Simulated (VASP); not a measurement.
The input files of a VASP run:

### INCAR
```
ALGO  =  Normal
EDIFF  =  1E-6
EDIFFG  =  -0.01
ENCUT  =  480
GGA  =  PE
IBRION  =  2
ISIF  =  3
ISMEAR  =  1
LASPH  =  .TRUE.
LCHARG  =  .FALSE.
LMAXMIX  =  4
LREAL  =  .FALSE.
LWAVE  =  .FALSE.
NELM  =  100
NSW  =  60
PREC  =  Accurate
SIGMA  =  0.1
SYSTEM  =  Sc
```

File POSCAR:
```
Sc
1.0
  3.3100000000   0.0000000000   0.0000000000
 -1.6550000000   2.8665440000   0.0000000000
  0.0000000000   0.0000000000   5.2700000000
Sc
2
Cartesian
  1.6550016550   0.9555137112   3.9525000000
 -0.0000016550   1.9110302888   1.3175000000
```

KPOINTS:
```
Regular mesh
0
G
  11 11 6
```

POTCAR, in this order: Sc_sv (PBE.64 set). Program: vasp_std.

Problem. Translate this PBE calculation to Quantum ESPRESSO's pw.x.

Solution. One equivalent input (not run):
```
&CONTROL
  calculation = 'vc-relax'
  pseudo_dir = './pseudo'
  outdir = './out'
  tprnfor = .true.
  tstress = .true.
  nstep = 60
  forc_conv_thr = 0.00039
/
&SYSTEM
  ibrav = 0
  nat = 2
  ntyp = 1
  ecutwfc = 78
  occupations = 'smearing'
  smearing = 'methfessel-paxton'
  degauss = 0.00735
  input_dft = 'pbe'
/
&ELECTRONS
  conv_thr = 7.3e-08
  electron_maxstep = 100
/
&IONS
/
&CELL
/
ATOMIC_SPECIES
  Sc 44.956 Sc.upf
CELL_PARAMETERS angstrom
     3.3100000    0.0000000    0.0000000
    -1.6550000    2.8665440    0.0000000
     0.0000000    0.0000000    5.2700000
ATOMIC_POSITIONS crystal
  Sc   0.6666670  0.3333330  0.7500000
  Sc   0.3333330  0.6666670  0.2500000
K_POINTS automatic
  11 11 6 0 0 0
```
The two are equivalent in intent, not identical: the potentials are each code's own (VASP's PAW set, PseudoDojo norm-conserving files in pw.x), so ENCUT and ecutwfc are chosen apart and not converted; conv_thr bounds pw.x's estimated SCF error, while EDIFF bounds the energy change between steps; forc_conv_thr acts on force components and is met together with etot_conv_thr.

The compound is Sc in the hcp structure. This run relaxes it. Symmetry was kept, so distortions that lower it aren't found.
